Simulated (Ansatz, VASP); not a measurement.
# AsPb in two plane-wave programs

Wanted: the spread between two codes on one cell, functional and k mesh. The cell is invented: As first built, before any earlier steps moved the atoms (in the runner's words): it takes the GeAs structure with some of its atoms replaced by other elements, volume scaled by an estimate. It may not be a known or stable phase. The cell is taken from a series of VASP runs on this material, whose earlier steps may have relaxed, scaled or displaced it; both programs get it as it stands. Other levels of theory on this material are compared in a session of their own.

Main program and level: Ansatz 0.2.0; plane waves, with VASP 6.6.1 beside it; band structure at LDA and band structure at PBE, spin-orbit coupling.

### Step 1. Set-up

It takes space group I4mm (No. 107, tetragonal). Conventional cell: a = 4.131 Å, b = 4.131 Å, c = 6.700 Å, α = 90.00°, β = 90.00°, γ = 90.00°. Pb has 5 As at 2.84 to 2.96 Å nearest. Nearest to As lie 5 Pb at 2.84 to 2.96 Å. As first built, before any earlier steps moved the atoms (in the runner's words): sites of the GeAs structure (space group 107) filled with other elements, volume scaled by an estimate. Farther neighbours are not listed.

### Step 2. VASP: band structure, LDA

With cell and atoms fixed, the geometry can't cause a difference; cores, projectors, grids and the points listed under the comparison can.

Lines of VASP's logs that name or quote its potential files are left out, and so is its time.

Input file INCAR:

```
SYSTEM = AsPb
PREC = Accurate
ENCUT = 400
EDIFF = 1E-06
NELM = 100
ISMEAR = 0
SIGMA = 0.02
LREAL = .FALSE.
ALGO = Normal
GGA = CA
LORBIT = 11
LWAVE = .FALSE.
LCHARG = .FALSE.
KPAR = 4
```

Input file POSCAR:

```
AsPb
1.0
   -2.0657309460      2.0657309460      3.3498724957
    2.0657309460     -2.0657309460      3.3498724957
    2.0657309460      2.0657309460     -3.3498724957
Pb As
1 1
Direct
    0.0052393533      0.0052393533      0.0000000000
    0.5807606467      0.5807606467      0.0000000000
```

Input file KPOINTS:

```
Automatic mesh
0
Gamma
5 5 5
0 0 0
```

Input file KPOINTS_OPT:

```
Line mode
16
Line-mode
Reciprocal
  0.00000000   0.00000000   0.00000000 GAMMA
  0.00000000   0.00000000   0.50000000 X

  0.00000000   0.00000000   0.50000000 X
 -0.19013452   0.19013452   0.50000000 Y

 -0.19013452   0.19013452   0.50000000 Y
 -0.34506726   0.34506726   0.34506726 S

 -0.34506726   0.34506726   0.34506726 S
  0.00000000   0.00000000   0.00000000 GAMMA

  0.00000000   0.00000000   0.00000000 GAMMA
  0.50000000   0.50000000  -0.50000000 Z

  0.50000000   0.50000000  -0.50000000 Z
  0.34506726   0.65493274  -0.34506726 S1

  0.34506726   0.65493274  -0.34506726 S1
  0.00000000   0.50000000   0.00000000 N

  0.00000000   0.50000000   0.00000000 N
  0.25000000   0.25000000   0.25000000 P

  0.25000000   0.25000000   0.25000000 P
  0.50000000   0.50000000  -0.19013452 Y1

  0.50000000   0.50000000  -0.19013452 Y1
  0.50000000   0.50000000  -0.50000000 Z

  0.00000000   0.00000000   0.50000000 X
  0.25000000   0.25000000   0.25000000 P
```

Potentials, in the order of the species: Pb_d and As (PBE family, release 64).

Launch:

```bash
mpirun -np 4 vasp_std
```

Numbers of over 12 decimals in the logs are rounded to 6 here.

The log of the run:

```text
[banner, memory and clock lines left out]
running    4 mpi-ranks, on    1 nodes
 distrk:  each k-point on    1 cores,    4 groups
 distr:  one band on    1 cores,    1 groups

 POSCAR found type information on POSCAR PbAs
 POSCAR found :  2 types and       2 ions
|                                                                             |
|               ----> ADVICE to this user running VASP <----                  |
|                                                                             |
|     You enforced a specific xc type in the INCAR file but a different       |
|     [... a line on the potential file left out ...]
|     I HOPE YOU KNOW WHAT YOU ARE DOING!                                     |
|                                                                             |

 LDA part: xc-table for (Slater(with rela. corr.)+CA(PZ))
 , standard interpolation
 POSCAR, INCAR and KPOINTS ok, starting setup
 FFT: planning ... GRIDC
 FFT: planning ... GRID_SOFT
 FFT: planning ... GRID
 WAVECAR not read
 entering main loop
       N       E                     dE             d eps       ncg     rms          rms(c)
DAV:   1     0.129933934150E+03    0.12993E+03   -0.75374E+03   468   0.117E+03
DAV:   2    -0.978364500746E+00   -0.13091E+03   -0.12725E+03   493   0.321E+02
DAV:   3    -0.936208449507E+01   -0.83837E+01   -0.82539E+01   598   0.903E+01
DAV:   4    -0.957890467924E+01   -0.21682E+00   -0.21008E+00   539   0.170E+01
DAV:   5    -0.958562294814E+01   -0.67183E-02   -0.67178E-02   617   0.275E+00    0.195E+00
DAV:   6    -0.943666185408E+01    0.14896E+00   -0.36177E-01   687   0.802E+00    0.105E+00
DAV:   7    -0.942655217275E+01    0.10110E-01   -0.61942E-02   586   0.251E+00    0.409E-01
DAV:   8    -0.942486900898E+01    0.16832E-02   -0.53720E-03   548   0.816E-01    0.712E-02
DAV:   9    -0.942476638954E+01    0.10262E-03   -0.68055E-04   588   0.299E-01    0.362E-02
DAV:  10    -0.942477443494E+01   -0.80454E-05   -0.76269E-05   513   0.577E-02    0.170E-02
DAV:  11    -0.942477121420E+01    0.32207E-05   -0.18196E-05   629   0.579E-02    0.443E-03
DAV:  12    -0.942477132933E+01   -0.11513E-06   -0.12497E-06   364   0.916E-03
   1 F= -.94247713E+01 E0= -.94243490E+01  d E =-.844580E-03
 Start KPOINTS_OPT (optional k-point list driver)
k-point batch [1-18\176]
       N       E                     dE             ncg
DAV:   1     0.327370376551E+03   -0.55476E+04      468
DAV:   2    -0.206390534661E+04   -0.23913E+04      483
DAV:   3    -0.221945152223E+04   -0.15555E+03      623
DAV:   4    -0.222278958734E+04   -0.33381E+01      531
DAV:   5    -0.222291072580E+04   -0.12114E+00      625
DAV:   6    -0.222291737890E+04   -0.66531E-02      670
DAV:   7    -0.222291741737E+04   -0.38467E-04      625
DAV:   8    -0.222291741787E+04   -0.50527E-06      394
[...]
k-point batch [163-176\176]
       N       E                     dE             ncg
DAV:   1     0.211411151856E+04   -0.81452E+04      372
DAV:   2     0.399808551666E+03   -0.17143E+04      384
DAV:   3     0.293560978603E+03   -0.10625E+03      449
DAV:   4     0.291219647632E+03   -0.23413E+01      445
DAV:   5     0.291140827683E+03   -0.78820E-01      460
DAV:   6     0.291135701660E+03   -0.51260E-02      507
DAV:   7     0.291135645009E+03   -0.56651E-04      483
DAV:   8     0.291135644514E+03   -0.49447E-06      277
```

From OUTCAR (step 2):

```text
ion  position               nearest neighbor table
   1  0.005  0.005  0.000-   2 2.84   2 2.96   2 2.96   2 2.96   2 2.96
   2  0.581  0.581  0.000-   1 2.84   1 2.96   1 2.96   1 2.96   1 2.96

  LATTYP: Found a body centered tetragonal cell.
 ALAT       =     4.1314618920
 C/A-ratio  =     1.6216402732

 Subroutine GETGRP returns: Found  8 space group operations
 (whereof  8 operations were pure point group operations)

The static configuration has the point symmetry C_4v.

 Found     18 irreducible k-points:

   k-points           NKPTS =     18   k-points in BZ     NKDIM =     18   number of bands    NBANDS=     13

   dimension x,y,z NGX =    30 NGY =   30 NGZ =   30
   dimension x,y,z NGXF=    60 NGYF=   60 NGZF=   60

   ENCUT  =  400.0 eV  29.40 Ry    5.42 a.u.   7.25  7.25  7.25*2*pi/ulx,y,z

   NELECT =      19.0000    total number of electrons

 k-points in reciprocal lattice and weights: Automatic mesh
   0.00000000  0.00000000  0.00000000       0.008
   0.20000000 -0.00000000  0.00000000       0.064
   0.40000000  0.00000000  0.00000000       0.064
   0.20000000  0.20000000  0.00000000       0.064
   0.40000000  0.20000000  0.00000000       0.128
  -0.40000000  0.20000000  0.00000000       0.128
  -0.20000000  0.20000000  0.00000000       0.032
   0.40000000  0.40000000  0.00000000       0.064
  -0.40000000  0.40000000  0.00000000       0.032
[...]
-0.40000000  0.40000000  0.40000000       0.032
  -0.40000000 -0.40000000  0.40000000       0.016

 average (electrostatic) potential at core
       1 -92.1890       2 -49.2831

 E-fermi :   4.4882

 k-point     1 :       0.0000    0.0000    0.0000
  band No.  band energies     occupation
    ...
      6      -7.7068      2.00000
      7      -0.0230      2.00000
      8       3.7087      2.00000
      9       3.7087      2.00000
     10       4.3248      2.00000
     11       8.0301      0.00000
     12       9.5171      0.00000
     13       9.5171      0.00000

 k-point     2 :       0.2000   -0.0000    0.0000
  band No.  band energies     occupation
    ...
      5     -11.8247      2.00000
      6      -7.2951      2.00000
      7      -1.3446      2.00000
      8       3.8549      2.00000
      9       3.9311      2.00000
     10       4.5123      0.08861
     11       7.1109      0.00000
     12       8.7356      0.00000
     13       8.8789      0.00000

 k-point     3 :       0.4000    0.0000    0.0000
  band No.  band energies     occupation
    ...
      5     -11.8111      2.00000
      6      -6.2196      2.00000
      7      -3.4244      2.00000
      8       3.4253      2.00000
      9       4.4830      1.28639
     10       4.8447      0.00000
     11       6.6326      0.00000
     12       7.2491      0.00000
     13       7.6562      0.00000

  Total       -1.4303504     -1.4303504     -1.5365433      0.0000000     -0.0000000      0.0000000
  in kB      -40.0790352    -40.0790352    -43.0546034      0.0000000     -0.0000000      0.0000000
  external PRESSURE =     -41.0708913 kB  Pullay stress =       0.0000000 kB

  energy-cutoff  :      400.00
  volume of cell :       57.18
      direct lattice vectors                 reciprocal lattice vectors
    -2.065730946  2.065730946  3.349872496     0.000000000  0.242045074  0.149259412
     2.065730946 -2.065730946  3.349872496     0.242045074  0.000000000  0.149259412
     2.065730946  2.065730946 -3.349872496     0.242045074  0.242045074  0.000000000

 POSITION                                       TOTAL-FORCE (eV/Angst)
 -----------------------------------------------------------------------------------
      0.00000      0.00000      0.03510        -0.000000     -0.000000      0.014014
      0.00000      0.00000      3.89095         0.000000      0.000000     -0.014014
 -----------------------------------------------------------------------------------
    total drift:                               -0.000001     -0.000001      0.000249

  FREE ENERGIE OF THE ION-ELECTRON SYSTEM (eV)
  ---------------------------------------------------
  free  energy   TOTEN  =        -9.4247713293 eV

  energy  without entropy=       -9.4239267493  energy(sigma->0) =       -9.42434904

 total charge
# of ion       s       p       d       tot
------------------------------------------
    1        1.345   0.757   9.830  11.932
    2        1.283   1.394   0.021   2.698
--------------------------------------------------
tot          2.628   2.152   9.850  14.630

[... 3 further parts left out ...]
```

The PAW data sets were made with PBE, though LDA sets exist; this is a small mismatch. At this level the cell is under a tension of 4.1 GPa, so at these settings it is away from equilibrium.

### Step 3. Ansatz: band structure, LDA

Ansatz runs on its default PAW (the set named soft_2) files.

The same cell, functional (in two slightly different forms), mesh and smearing now go to Ansatz, which takes its cutoff from its data sets.

Input file input.yaml:

```yaml
crystal:
  lattice:
    - [-2.065730946, 2.065730946, 3.3498724957]
    - [2.065730946, -2.065730946, 3.3498724957]
    - [2.065730946, 2.065730946, -3.3498724957]
  atoms:
    - { symbol: Pb, position: [0.0052393533, 0.0052393533, 0.0] }
    - { symbol: As, position: [0.5807606467, 0.5807606467, 0.0] }
hamiltonian:
  xc: lda
  pseudopotentials: { kind: paw }
kpoints:
  mp_grid: { grid: [5, 5, 5] }
  band_path:
    path:
      - [0.0, 0.0, 0.0]
      - [0.0, 0.0, 0.2]
      - [0.0, 0.0, 0.4]
      - [-0.02535, 0.02535, 0.5]
      - [-0.10141, 0.10141, 0.5]
      - [-0.17746, 0.17746, 0.5]
      - [-0.23145, 0.23145, 0.45868]
      - [-0.29342, 0.29342, 0.39671]
      - [-0.34507, 0.34507, 0.34507]
      - [-0.20704, 0.20704, 0.20704]
      - [-0.06901, 0.06901, 0.06901]
      - [0.06667, 0.06667, -0.06667]
      - [0.26667, 0.26667, -0.26667]
      - [0.46667, 0.46667, -0.46667]
      - [0.45868, 0.54132, -0.45868]
      - [0.39671, 0.60329, -0.39671]
      - [0.34507, 0.65493, -0.34507]
      - [0.20704, 0.59296, -0.20704]
      - [0.06901, 0.53099, -0.06901]
      - [0.03333, 0.46667, 0.03333]
      - [0.13333, 0.36667, 0.13333]
      - [0.23333, 0.26667, 0.23333]
      - [0.31667, 0.31667, 0.13263]
      - [0.41667, 0.41667, -0.04342]
      - [0.5, 0.5, -0.19013]
      - [0.5, 0.5, -0.31408]
      - [0.5, 0.5, -0.43803]
      - [0.03333, 0.03333, 0.46667]
      - [0.13333, 0.13333, 0.36667]
      - [0.25, 0.25, 0.25]
    npoints: 1
scf:
  occupations: { method: gaussian, width: 0.02 }
  n_extra_bands: 7
output:
  forces: true
  stress: true
  eigenvalues: true
```

Launch:

```bash
ansatz run input.yaml --threads 2 --pin off --max-ram 4608MiB --backend cpu --events-out ev --progress --plain --runs-dir out
```

The log of the run:

```text
scf.n_extra_bands = 7 over 15 filled bands (N_el = 29.0): the run solves 22 bands
Engine: ansatz 0.2.0, aarch64-unknown-linux-gnu
Pseudopotentials: kind: paw
Pseudopotential: Pb, paw, valence charge 14, recommended cutoff 420 eV (normal), Pb.paw.azcp
Pseudopotential: As, paw, valence charge 15, recommended cutoff 420 eV (normal), As.paw.azcp
Functional definition: SPW92
  exchange = slater_x
  correlation = pw_c
Crystal: 2 atoms, lattice volume = 57.179 Å³
Basis set: ecut = 420 eV, 1111 PW (Γ)
Bands: 22, of which v1, the nominal top of the filled ones, is band 15 counted from 1 (14 counted from 0)
Symmetry: 8 space group operations
Space group: I4mm (ITA 107), of the structure as read, at distance tolerance 3.9e-5 Å
k-points: 18 of 125 (time reversal used)
Non-local potential: Pb, projectors of the file, l = 0: 2, l = 1: 2, l = 2: 2, l = 3: 2
Non-local potential: As, projectors of the file, l = 0: 2, l = 1: 2, l = 2: 3, l = 3: 1
PAW form: soft (Blöchl's): semilocal exchange-correlation on the pseudo side does not see the compensation charge
PAW frozen core: Pb, regenerated for the run's functional, and the local potential with it (the file was generated under x = pbe(κ = 0.804, μ = 0.219515), c = pbe(β = 0.066725))
PAW frozen core: As, regenerated for the run's functional, and the local potential with it (the file was generated under x = pbe(κ = 0.804, μ = 0.219515), c = pbe(β = 0.066725))
PAW one-centre angular grid: Pb, 590 points (default); XC on 64 Gauss nodes
PAW one-centre angular grid: As, 590 points (default); XC on 64 Gauss nodes
Initial density: superposition of atomic densities (neutral atoms: chi_scale 0, normalization atom), corrected by the library's trained network
Initial wavefunctions: pseudopotential atomic-orbital guess
Functional: x = slater, c = lda
SCF iter   1: F=—  HF=-16375.752824 eV  |F-HF|=—  |Δ(HF+E_count)|=         —  Δρ=4.75e-3  dr2=1.25e-2  ethr=1.77e-3  ⟨swp⟩=6.4  Hψ=1975  notcnv=0
preconditioner: auto → none  [insulator: Δε(μ)=0.171 eV  Ē_g=17.818 eV  σ=0.020 eV  W_gap=0.65  n_scr=14 (ndim 8)  ℏωp=21.4 eV  f_vac=0.008  D(μ)=6.66/eV (n_scr^D=88)  ε∞_Penn≈2.4]
SCF iter   2: F=—  HF=-16375.748482 eV  |F-HF|=—  |Δ(HF+E_count)|=   4.34e-3  Δρ=2.03e-3  dr2=2.36e-3  ethr=4.31e-5  ⟨swp⟩=2.9  Hψ=745  notcnv=0  defer=55
SCF iter   3: F=—  HF=-16375.747914 eV  |F-HF|=—  |Δ(HF+E_count)|=   5.68e-4  Δρ=4.56e-4  dr2=1.73e-4  ethr=8.12e-6  ⟨swp⟩=3.0  Hψ=564  notcnv=0  defer=55
SCF iter   4: F=—  HF=-16375.747866 eV  |F-HF|=—  |Δ(HF+E_count)|=   4.83e-5  Δρ=1.40e-4  dr2=1.27e-5  ethr=5.97e-7  ⟨swp⟩=2.0  Hψ=511  notcnv=0  defer=55
SCF iter   5: F=—  HF=-16375.747865 eV  |F-HF|=—  |Δ(HF+E_count)|=   6.02e-7  Δρ=3.14e-5  dr2=2.45e-7  ethr=4.37e-8  ⟨swp⟩=2.0  Hψ=583  notcnv=0  defer=55
SCF iter   6: F=-16375.747866 eV  HF=-16375.747866 eV  |F-HF|=3.51e-9  |Δ(HF+E_count)|=   6.29e-8  Δρ=1.12e-5  dr2=4.05e-8  ethr=3.45e-10  ⟨swp⟩=9.0  Hψ=1979  notcnv=0
SCF 1 converged in 6 iterations: F = -16375.747866 eV  dr2 = 4.05e-8
  greatest PAW one-centre occupation: 0.999 electrons in one spin orbital (limit 2), on the As atom at site 1 (counted from 0), in its partial waves of l = 2
NSCF: frozen V_eff on 30 k-points
SCF converged after 6 iterations
Free energy (F): -16375.747866 eV
Harris-Foulkes:  -16375.747866 eV  (|F-HF|=3.51e-9)
Internal energy: -16375.746772 eV  (E = F + TS)
E sigma→0 (E₀):  -16375.747319 eV
Entropy (-TS):   -0.001093 eV (-0.547 meV/atom)
Fermi energy:    8.395512 eV
--- Per-component energies (eV) ---
  E_band       = -317.045547
  E_kinetic    = 392.024920
  E_local      = -2965.651237  (includes V_loc(G=0)·N_el)
  E_nonlocal   = -311.479367
  E_hartree    = 1445.385205
  E_xc         = -296.986707
  E_vxc        = -211.707798  (∫ρ·V_xc dr)
  E_paw        = -11857.016976  (= ΣΔE_a)
  E_vpaw       = -111.001826  (= ΣTr[D̂ρ^β])
  E_aug_tail   = 0.000058  (compensation charges beyond the density's cutoff)
  E_ewald      = -2784.020184
  E_core_change = 1.997516  (= ΣΔE_core)
  E_smearing   = -0.001093  (= −TS)
  E_closure    = -0.000000  (closes the sum)
  Σ components = -16375.747866   (vs F -16375.747866, Δ=0.00e0)
--- Forces (eV/Å), atoms counted from 1 ---
  atom   1  Pb     0.00000000     0.00000000    -0.00113495
  atom   2  As    -0.00000000     0.00000000     0.00114398
  max |Σ_I F_I| component: 9.04e-6 eV/Å
--- Stress (GPa, compression-positive) ---
       -4.160924      -0.000000      -0.000000
       -0.000000      -4.160924      -0.000000
       -0.000000       0.000000      -4.356126
  P = ⅓ Tr σ = -4.2260 GPa (-42.260 kbar)
--- Band table (eV; the first three rows and the last of 18) ---
  k-point 0: bands = [... 11 lower, 3.8218, 7.6220, 7.6220, 8.2410, 11.9459, 13.4343, 13.4343, 14.7577, ... 3 higher]
  k-point 1: bands = [... 11 lower, 2.3845, 6.7432, 7.3278, 9.3324, 11.2150, 12.4478, 12.5112, 15.4737, ... 3 higher]
  k-point 2: bands = [... 11 lower, 1.3968, 4.7914, 5.6626, 6.9495, 11.4908, 13.4319, 15.5372, 16.9492, ... 3 higher]
  k-point 17: bands = [... 11 lower, 0.7385, 4.6965, 6.7640, 7.5305, 13.2628, 14.1226, 14.6299, 15.0768, ... 3 higher]
```

Elapsed: 4.7 s, on 2 threads of Arm Neoverse N1, shared host; peak memory 0.32 GiB.

### Step 4. Side by side

Known differences besides the potentials themselves: the two LDA forms differ slightly; the data sets hold 29 valence electrons in Ansatz (default PAW (the set named soft_2) files) and 19 in VASP; the cutoff is 420 eV in Ansatz and 400 eV in VASP; Ansatz makes its cores anew for this functional, VASP keeps those of its PBE data sets; VASP's log shows a relativistic correction to its local exchange, Ansatz's none. Total energies have different zeros and are not compared.

Compared:

```csv
quantity,Ansatz,VASP,difference
pressure (GPa),-4.23,-4.11,-0.12
```

At this near-relaxed geometry the largest component of a force difference is 15 meV/Å. Levels from 3 eV below to 2 eV above the Fermi level differ by 10 meV r.m.s. and 19 meV at most; each VASP level is matched to the nearest of Ansatz, which flatters the figure a little.

### Step 5. Ansatz: band structure, PBE, spin-orbit coupling

With cell and atoms fixed, the geometry can't cause a difference; cores, projectors, grids and the points listed under the comparison can.

The cell is taken from a series of VASP runs on this material, whose earlier steps may have relaxed, scaled or displaced it; both programs get it as it stands.

Edit input.yaml of step 3 so:

```diff
@@ -9,6 +9,9 @@
 hamiltonian:
-  xc: lda
-  pseudopotentials: { kind: paw }
+  xc: pbe
+  pseudopotentials: { kind: paw_fr }
+magnetization:
+  noncollinear: true
+  spin_orbit: true
 kpoints:
-  mp_grid: { grid: [5, 5, 5] }
+  mp_grid: { grid: [6, 6, 6] }
   band_path:
@@ -48,3 +51,3 @@
   occupations: { method: gaussian, width: 0.02 }
-  n_extra_bands: 7
+  n_extra_bands: 14
 output:
```

The log of the run:

```text
[...]
non-collinear run that drives no moment, with spin-orbit: no starting moment large enough to seed its density (crystal.atoms[].spin), no starting occupations that ask for one, no magnetisation constraint and no magnetic field, so the semilocal B_xc is pinned to zero
Crystal: 2 atoms, lattice volume = 57.179 Å³
[...]
k-point 1: bands = [... 25 lower, 7.1449, 7.8749, 7.9812, 9.6372, 9.7239, 11.0829, 11.3721, 12.7818, ... 10 higher]
  k-point 2: bands = [... 25 lower, 6.1268, 6.2464, 6.3952, 7.6551, 7.8337, 11.9325, 12.0210, 12.8788, ... 10 higher]
  k-point 29: bands = [... 25 lower, 5.5874, 6.4037, 6.4037, 6.9316, 6.9316, 13.0423, 13.0423, 14.8918, ... 10 higher]
[key lines of the parts left out:]
SCF converged after 9 iterations
Magnetization: |M| = 0.0000 μB,  M = (+0.0000, +0.0000, +0.0000) μB
Free energy (F): -16801.104828 eV
Fermi energy:    8.795097 eV
P = ⅓ Tr σ = -0.1168 GPa (-1.168 kbar)
```

The job ended after 30 s (2 threads; peak memory 0.56 GiB; 54 s of CPU time).

[end of part 1 of 2]

[Lines on the potential files, build, host, timing and source positions are cut from VASP's logs without a mark.]

[Logs are printed without paths, hosts, clocks, repeated set-up lines and the standing remarks that a program may print on its own settings, such as how far it seeks lower states.]

[Hosts, paths, dates, database ids (printed as entryN), source tags and the programs' standing remarks are cut or masked in the printed files.]

[VASP's PBE data sets in a run with another functional are called a small mismatch above; for pressures it isn't always small: they can move by 1 GPa and more.]
